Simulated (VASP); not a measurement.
Calculation: PBE GGA, VASP's PBE PAW potentials (set 64) (plane waves; VASP).

Input for VASP

**KPOINTS**
```
Regular mesh
0
Monkhorst Pack
  11 11 11
```

File POSCAR:
```
NiSi2
1
    0.0000000000     2.7050000000     2.7050000000
    2.7050000000     0.0000000000     2.7050000000
    2.7050000000     2.7050000000     0.0000000000
Si Ni
2 1
Direct
  0.2500000000   0.2500000000   0.2500000000
  0.7500000000   0.7500000000   0.7500000000
  0.0000000000   0.0000000000   0.0000000000
```

### INCAR
```
SYSTEM = NiSi2
PREC = Accurate
ENCUT = 400
EDIFF = 1E-6
NELM = 100
ALGO = Normal
LREAL = .FALSE.
LASPH = .TRUE.
ISMEAR = 1
SIGMA = 0.1
GGA = PE
LMAXMIX = 4
LWAVE = .FALSE.
LCHARG = .FALSE.
ISIF = 2
```

POTCAR, in this order: Si Ni (PBE.64 set). Program: vasp_std.

Gaps are read on the run's mesh, which can miss a band edge.

Estimate the energy per atom (σ→0), pressure, band gap (on the k-mesh).

```yaml
energy per atom (σ→0): -5.787 eV/atom
band gap (on the k-mesh): none (metal, semimetal or under 0.01 eV)
pressure: 2.54 GPa
```

OSZICAR:
```
...
DAV:   8    -0.174075133226E+02    0.64839E-01   -0.22615E+00  2161   0.255E+01    0.263E+00
DAV:   9    -0.173638777440E+02    0.43636E-01   -0.27596E-01  1788   0.109E+01    0.592E-01
DAV:  10    -0.173621839430E+02    0.16938E-02   -0.11386E-02  1987   0.230E+00    0.248E-01
DAV:  11    -0.173623581137E+02   -0.17417E-03   -0.10521E-03  1703   0.262E-01    0.499E-02
DAV:  12    -0.173623948499E+02   -0.36736E-04   -0.78458E-05  2113   0.177E-01    0.235E-02
DAV:  13    -0.173623936202E+02    0.12296E-05   -0.23843E-05  1833   0.104E-01    0.961E-03
DAV:  14    -0.173623937440E+02   -0.12376E-06   -0.31173E-06  1711   0.288E-02
   1 F= -.17362394E+02 E0= -.17362065E+02  d E =-.985189E-03
```

The compound is NiSi2 in the fluorite structure. The cell was not relaxed at this level. The run is one of a series of settings (KPOINTS 11×11×11 Monkhorst-Pack mesh against the base run), some of them coarse on purpose. The run is not spin-polarised, so no magnetic state was tried.
